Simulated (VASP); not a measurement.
Here is the system:

```
IrO2
1.0
    4.54264     0.00000     0.00000
    0.00000     4.54264     0.00000
    0.00000     0.00000     3.18668
Ir O
2 4
Direct
  0.00000   0.00000   0.00000
  0.50000   0.50000   0.50000
  0.30830   0.30830   0.00000
  0.80830   0.19170   0.50000
  0.19170   0.80830   0.50000
  0.69170   0.69170   0.00000
```

Calculation: PBE GGA, VASP's PBE PAW potentials (set 64) (plane waves; VASP 6.6.1). Run with 520 eV cut-off, Gaussian smearing of 0.050 eV, potentials Ir O.

Question: Give the energies of bands 11 to 24 at the high-symmetry points, in eV from the Fermi level.

Answer: 
```
band      Γ      X      M      Z      R      A
----  -----  -----  -----  -----  -----  -----
11    -4.73  -5.94  -5.01  -5.57  -5.26  -5.54
12    -4.73  -5.94  -5.01  -5.57  -5.26  -5.54
13    -3.45  -5.03  -4.18  -5.28  -4.93  -4.16
14    -2.78  -5.03  -4.18  -5.28  -4.93  -4.16
15    -2.78  -2.98  -3.44  -3.85  -3.19  -3.12
16    -2.52  -2.98  -3.44  -3.85  -3.19  -3.12
17    -2.35  -1.60  -2.43  -1.83  -2.67  -1.75
18    -2.35  -1.60  -2.43  -1.83  -2.67  -1.75
19    -2.29  -1.26  -2.31  -0.67  -1.72  -1.16
20    -2.17  -1.26  -2.31  -0.67  -1.72  -1.16
21    -2.14  -0.28   0.20   0.25   0.51  -0.46
22     0.64  -0.28   0.20   0.25   0.51  -0.46
23     1.19   3.46   2.34   2.18   1.02   2.13
24     4.02   3.46   2.34   2.18   1.02   2.13
```

It has no gap at this level: it comes out as a metal or semimetal.

The compound is IrO2 in the rutile structure. It was relaxed first.
